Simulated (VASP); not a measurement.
Given:

```
Cu
1.0
    0.00000     1.78386     1.78386
    1.78386     0.00000     1.78386
    1.78386     1.78386     0.00000
Cu
1
Direct
  0.00000   0.00000   0.00000
```

These are PBEsol GGA, VASP's PBE PAW potentials (set 64) (plane waves; VASP) values and carry that method's errors. Settings: PREC = Normal, EDIFF = 1E-5, 400 eV cut-off, 20×20×20 Γ-centred mesh, first-order Methfessel-Paxton smearing of 0.10 eV, potentials Cu.

**Question.** What does the run give for the energy per atom (σ→0), band gap (on the k-mesh) with the smallest direct gap where there is one?

**Answer.** 
```json
{
  "band gap (on the k-mesh)": "none (metal, semimetal or under 0.01 eV)",
  "energy per atom (σ→0)": "-4.310 eV/atom"
}
```

The compound is Cu in the fcc structure. It was relaxed first.
